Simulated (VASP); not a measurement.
Crystal: ZnInGaO4.

```xyz
7
Lattice="1.6803 0.9701 8.7134 -1.6803 0.9701 8.7134 0.0000 -1.9403 8.7134" Properties=species:S:1:pos:R:3 pbc="T T T"
Zn    0.0000    0.0000    5.7086
In    0.0000    0.0000    0.0724
Ga    0.0000    0.0000   20.5732
O     0.0000    0.0000    7.7151
O     0.0000    0.0000   18.5951
O     0.0000    0.0000    3.1817
O     0.0000    0.0000   22.5747
```

The cell comes from a database or a generator and needn't be the stable form of this composition.

| Quantity | Value |
| --- | --- |
| Program | VASP 6.6.1 |
| Task | relaxation of cell and atoms |
| Functional | PBE |
| Dispersion | D3(BJ) |
| Potentials or basis | VASP PAW PBE potentials, release 64 (Zn, In_d, Ga_d, O) |
| Cutoff | 600 eV |
| k mesh | 9 × 9 × 9 |
| Occupations | gaussian, width 0.03 eV |
| Spin | no spin polarisation |

At the start: pressure -3.0 GPa; volume 12.17 Å³/atom.

Task: How do energy, volume and symmetry change on relaxing?

Result: Over 14 steps the energy falls by 2.3 meV/atom and the volume is 11.94 Å³/atom (-1.9 %); space group R3m (No. 160, to 0.05 Å).

The path:
| step | energy change (eV) | largest force (eV/Å) | pressure (GPa) | volume (Å³) |
| --- | --- | --- | --- | --- |
| 1 | 0.0000 | 0.0777 | -2.96 | 85.22 |
| 2 | -0.0071 | 0.0919 | 2.38 | 82.48 |
| 3 | -0.0152 | 0.0861 | 0.07 | 83.62 |
| 4 | -0.0152 | 0.0863 | -0.02 | 83.65 |
| 5 | -0.0157 | 0.0650 | -0.05 | 83.64 |
| 6 | -0.0159 | 0.0652 | -0.05 | 83.62 |
| 7 | -0.0162 | 0.0276 | 0.00 | 83.58 |
| 8 | -0.0162 | 0.0326 | 0.12 | 83.56 |
| 9 | -0.0162 | 0.0276 | 0.05 | 83.56 |
| 10 | -0.0163 | 0.0172 | 0.00 | 83.60 |
| 11 | -0.0163 | 0.0131 | -0.02 | 83.61 |
| 12 | -0.0163 | 0.0118 | -0.09 | 83.65 |
| 13 | -0.0163 | 0.0141 | -0.06 | 83.64 |
| 14 | -0.0163 | 0.0063 | 0.06 | 83.59 |

Final structure:
```
CELL_PARAMETERS angstrom
1.66922 0.96373 8.66023
-1.66922 0.96373 8.66023
0.00000 -1.92745 8.66023
ATOMIC_POSITIONS crystal
Zn 0.21885 0.21885 0.21885
In 0.00305 0.00305 0.00305
Ga 0.78706 0.78706 0.78706
O 0.29522 0.29522 0.29522
O 0.71125 0.71125 0.71125
O 0.12098 0.12098 0.12098
O 0.86361 0.86361 0.86361
```
